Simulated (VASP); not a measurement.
Output of a VASP run:

File OUTCAR:
```
 ion  position               nearest neighbor table
   1  0.000  0.000  0.000-   2 2.31   2 2.31   2 2.31   2 2.31
   2  0.250  0.250  0.250-   1 2.31   1 2.31   1 2.31   1 2.31
  LATTYP: Found a face centered cubic cell.
 ALAT       =     5.3433132128
 Subroutine PRICEL returns:
 Original cell was already a primitive cell.
 Subroutine GETGRP returns: Found 24 space group operations
The static configuration has the point symmetry T_d .
The dynamic configuration has the point symmetry T_d .
 Subroutine INISYM returns: Found 24 space group operations
 Subroutine IBZKPT returns following result:
 Found     35 irreducible k-points:

 Following reciprocal coordinates:
            Coordinates               Weight
  0.000000  0.000000  0.000000      1.000000
  0.111111  0.000000  0.000000      8.000000
  0.222222  0.000000  0.000000      8.000000
  0.333333  0.000000  0.000000      8.000000
  0.444444  0.000000  0.000000      8.000000
  0.111111  0.111111  0.000000      6.000000
  0.222222  0.111111  0.000000     24.000000
  0.333333  0.111111  0.000000     24.000000
  0.444444  0.111111  0.000000     24.000000
 -0.444444  0.111111  0.000000     24.000000
 -0.333333  0.111111  0.000000     24.000000
 -0.222222  0.111111  0.000000     24.000000
 -0.111111  0.111111  0.000000     12.000000
  0.222222  0.222222  0.000000      6.000000
  0.333333  0.222222  0.000000     24.000000
  0.444444  0.222222  0.000000     24.000000
 -0.444444  0.222222  0.000000     24.000000
 -0.333333  0.222222  0.000000     24.000000
 -0.222222  0.222222  0.000000     12.000000
  0.333333  0.333333  0.000000      6.000000
  0.444444  0.333333  0.000000     24.000000
 -0.444444  0.333333  0.000000     24.000000
 -0.333333  0.333333  0.000000     12.000000
  0.444444  0.444444  0.000000      6.000000
 -0.444444  0.444444  0.000000     12.000000
  0.333333  0.222222  0.111111     24.000000
  0.444444  0.222222  0.111111     48.000000
 -0.444444  0.222222  0.111111     48.000000
  0.444444  0.333333  0.111111     24.000000
 -0.444444  0.333333  0.111111     48.000000
 -0.333333  0.333333  0.111111     48.000000
 -0.222222  0.333333  0.111111     24.000000
 -0.444444  0.444444  0.111111     24.000000
 -0.333333  0.444444  0.111111     24.000000
 -0.333333  0.444444  0.222222     24.000000
   k-points           NKPTS =     35   k-points in BZ     NKDIM =     35   number of bands    NBANDS=     13
   number of dos      NEDOS =    301   number of ions     NIONS =      2
   total plane-waves  NPLWV =  21952
   dimension x,y,z NGX =    28 NGY =   28 NGZ =   28
   dimension x,y,z NGXF=    56 NGYF=   56 NGZF=   56
   ions per type =               1   1
   PREC   = accura    normal or accurate (medium, high low for compatibility)
   ISTART =      0    job   : 0-new  1-cont  2-samecut
   ICHARG =      2    charge: 1-file 2-atom 10-const
   ISPIN  =      1    spin polarized calculation?
   LNONCOLLINEAR =      F non collinear calculations
   LSORBIT =      F    spin-orbit coupling
   INIWAV =      1    electr: 0-lowe 1-rand  2-diag
   ENCUT  =  500.0 eV  36.75 Ry    6.06 a.u.   6.89  6.89  6.89*2*pi/ulx,y,z
   NELM   =    100;   NELMIN=  2; NELMDL= -5     # of ELM steps
   EDIFF  = 0.1E-05   stopping-criterion for ELM
   LREAL  =      F    real-space projection
   NLSPLINE    = F    spline interpolate recip. space projectors
   LMAXMIX     =    4 max onsite mixed and CHGCAR
   VOSKOWN=      0    Vosko Wilk Nusair interpolation
   EDIFFG = -.2E-01   stopping-criterion for IOM
   NSW    =     40    number of steps for IOM
   NBLOCK =      1;   KBLOCK =     40    inner block; outer block
   IBRION =      2    ionic relax: 0-MD 1-quasi-New 2-CG
   NFREE  =      1    steps in history (QN), initial steepest desc. (CG)
   ISIF   =      3    stress and relaxation
   ISYM   =      2    0-nonsym 1-usesym 2-fastsym
   TEIN   =    0.0    initial temperature
   TEBEG  =    0.0;   TEEND  =   0.0 temperature during run
...
```

OSZICAR:
```
...
DAV:  12    -0.596683190410E+01    0.47585E-06   -0.92290E-06  1095   0.594E-02
   1 F= 0.47452488E+01 E0= 0.47452488E+01  d E =0.474525E+01
       N       E                     dE             d eps       ncg     rms          rms(c)
DAV:   1    -0.166358816497E+02   -0.10669E+02   -0.22246E+02  1040   0.223E+02    0.404E+01
DAV:   2    -0.319941778369E+01    0.13436E+02   -0.46842E+01   940   0.126E+02    0.951E+00
DAV:   3    -0.256547439129E+01    0.63394E+00   -0.23669E+00   965   0.175E+01    0.373E+00
DAV:   4    -0.242729759634E+01    0.13818E+00   -0.23005E-01   985   0.374E+00    0.375E+00
DAV:   5    -0.241304319036E+01    0.14254E-01   -0.28593E-02  1041   0.244E+00    0.720E-01
DAV:   6    -0.241120700772E+01    0.18362E-02   -0.12568E-02   995   0.113E+00    0.367E-01
DAV:   7    -0.241097224950E+01    0.23476E-03   -0.56676E-04  1015   0.205E-01    0.225E-01
DAV:   8    -0.241102892168E+01   -0.56672E-04   -0.80257E-05  1080   0.115E-01    0.807E-02
DAV:   9    -0.241102932133E+01   -0.39965E-06   -0.84041E-06  1167   0.585E-02
   2 F= 0.57618991E+01 E0= 0.57618991E+01  d E =0.101665E+01
       N       E                     dE             d eps       ncg     rms          rms(c)
DAV:   1    -0.116598640599E+02   -0.92488E+01   -0.13014E+02   910   0.194E+02    0.270E+01
DAV:   2    -0.629089022671E+01    0.53690E+01   -0.12669E+01   985   0.699E+01    0.157E+01
DAV:   3    -0.562456834506E+01    0.66632E+00   -0.10208E+00  1045   0.163E+01    0.133E+01
DAV:   4    -0.541132629393E+01    0.21324E+00   -0.26617E-01   930   0.590E+00    0.340E+00
DAV:   5    -0.540517346039E+01    0.61528E-02   -0.19515E-02   995   0.148E+00    0.108E+00
DAV:   6    -0.540480340846E+01    0.37005E-03   -0.21553E-03  1106   0.747E-01    0.508E-01
DAV:   7    -0.540488148810E+01   -0.78080E-04   -0.74228E-04   970   0.335E-01    0.720E-02
DAV:   8    -0.540487332205E+01    0.81660E-05   -0.54360E-05  1110   0.149E-01    0.330E-02
DAV:   9    -0.540487482995E+01   -0.15079E-05   -0.72405E-06   975   0.265E-02    0.753E-03
DAV:  10    -0.540487502418E+01   -0.19423E-06   -0.11280E-07   480   0.340E-03
   3 F= 0.46138384E+01 E0= 0.46138384E+01  d E =-.131410E+00
       N       E                     dE             d eps       ncg     rms          rms(c)
DAV:   1    -0.536423959503E+01    0.40635E-01   -0.64255E-02   965   0.404E+00    0.422E-01
DAV:   2    -0.536114294095E+01    0.30967E-02   -0.74466E-03  1030   0.177E+00    0.219E-01
DAV:   3    -0.536084827661E+01    0.29466E-03   -0.72269E-04  1000   0.382E-01    0.164E-01
DAV:   4    -0.536081807458E+01    0.30202E-04   -0.90719E-05   955   0.116E-01    0.245E-02
DAV:   5    -0.536081691151E+01    0.11631E-05   -0.16938E-05  1095   0.888E-02    0.161E-02
DAV:   6    -0.536081743604E+01   -0.52453E-06   -0.28539E-06   751   0.235E-02
   4 F= 0.46130874E+01 E0= 0.46130874E+01  d E =-.132161E+00
       N       E                     dE             d eps       ncg     rms          rms(c)
DAV:   1    -0.534677863232E+01    0.14038E-01   -0.66823E-03   965   0.131E+00    0.133E-01
DAV:   2    -0.534646033555E+01    0.31830E-03   -0.76091E-04  1030   0.565E-01    0.715E-02
DAV:   3    -0.534643054917E+01    0.29786E-04   -0.73552E-05  1000   0.123E-01    0.539E-02
DAV:   4    -0.534642887881E+01    0.16704E-05   -0.95467E-06   970   0.374E-02    0.797E-03
DAV:   5    -0.534642904568E+01   -0.16687E-06   -0.17875E-06   704   0.293E-02
   5 F= 0.46130691E+01 E0= 0.46130691E+01  d E =-.132180E+00
```

File OUTCAR:
```
------------------------ aborting loop because EDIFF is reached ----------------------------------------
  FORCE on cell =-STRESS in cart. coord.  units (eV):
  Direction    XX          YY          ZZ          XY          YZ          ZX
  --------------------------------------------------------------------------------------
  Total        9.9925295      9.9925295      9.9925295      0.0000000      0.0000000      0.0000000
  in kB      451.4924552    451.4924552    451.4924552      0.0000000      0.0000000      0.0000000
  external PRESSURE =       1.4924552 kB  Pullay stress =     450.0000000 kB
  volume of cell :       35.46
      direct lattice vectors                 reciprocal lattice vectors
     0.000000000  2.607565197  2.607565197    -0.191749760  0.191749760  0.191749760
     2.607565197  0.000000000  2.607565197     0.191749760 -0.191749760  0.191749760
     2.607565197  2.607565197  0.000000000     0.191749760  0.191749760 -0.191749760
  FREE ENERGIE OF THE ION-ELECTRON SYSTEM (eV)
  ---------------------------------------------------
  free  energy   TOTEN  =        -5.3464290457 eV

  energy  without entropy=       -5.3464290457  energy(sigma->0) =       -5.34642905
  enthalpy is  TOTEN    =         4.6130690971 eV   P V=        9.9594981427

 reached required accuracy - stopping structural energy minimisation
```
(Selected blocks of OUTCAR.)

### POSCAR
```
CdS
1
    0.0000000000     2.6716566064     2.6716566064
    2.6716566064     0.0000000000     2.6716566064
    2.6716566064     2.6716566064     0.0000000000
Cd S
1 1
Direct
  0.0000000000   0.0000000000   0.0000000000
  0.2500000000   0.2500000000   0.2500000000
```

Task: Reconstruct the remaining input files.

Result: Several could match; the one computed here: the input of the run itself, PBEsol GGA, plane waves, VASP's PBE PAW potentials (set 64).

KPOINTS:
```
Automatic mesh
0
Gamma
9 9 9
0 0 0
```

INCAR:
```
EDIFFG = -0.02   ! ionic stop
LASPH = T
EDIFF = 1E-6   ! SCF stop (eV)
LCHARG = F
GGA = PS
PSTRESS = 450   ! kbar
NELM = 100   ! most electronic steps
LMAXMIX = 4   ! l cut-off of mixed one-centre charges
NSW = 40   ! most ionic steps
ENCUT = 500
ISMEAR = 0   ! Gaussian
SYSTEM = CdS
ISIF = 3   ! ions, shape and volume
SIGMA = 0.05
IBRION = 2   ! conjugate gradients
PREC = Accurate
LWAVE = F
ALGO = Normal   ! blocked Davidson
LREAL = F
```

POTCAR, in this order: Cd S (PBE.64 set). Program: vasp_std.

Energy and stress use the plane-wave basis of the starting cell.

The structure was generated: CdS was put into the zinc blende type (F-43m), which need not be its known phase. This run relaxes it under an external pressure of 45 GPa. Symmetry was kept, so distortions that lower it aren't found.
